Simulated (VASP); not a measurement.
PbS (rock salt), at 1.04 of the tabulated volume:

```
CELL_PARAMETERS angstrom
      0.00000     3.00908     3.00908
      3.00908     0.00000     3.00908
      3.00908     3.00908     0.00000
ATOMIC_POSITIONS crystal
  Pb 0.00000 0.00000 0.00000
  S  0.50000 0.50000 0.50000
```

The lowest empty band near L, direction across the valley's axis, from mBJ (TB09) with spin-orbit coupling in VASP (PAW); its two spin partners are averaged. The gap over the points computed is 0.79 eV, and the next band on that side lies 1.51 eV away at the edge.

Numerical set-up: 400 eV cut-off, 9×9×9 Γ-centred mesh, Gaussian smearing of 0.050 eV, potentials Pb_d S.

| distance from the edge in k (1/Å) | distance in energy (meV) |
|---|---|
| 0.012 | 3.7 |
| 0.018 | 8.4 |
| 0.025 | 16.0 |
| 0.035 | 30.9 |
| 0.050 | 61.2 |
| 0.070 | 113.9 |

Problem. Fit E(1 + αE) = ħ²k²/2m* (ħ²/2m0 = 3.810 eV Å²) and predict the row at 0.095 1/Å.

Solution. Least squares on the energies gives the electron mass m* = 0.146 m0 and α = 1.07 per eV, and so 194.8 meV. The run gave 194.6 meV, -0.2 meV from the fit.

Left out are points under 3 meV from the edge, since the levels carry 0.1 meV, and points farther than half the way to the next band.

The compound is PbS in the rock salt structure. The cell was not relaxed at this level.
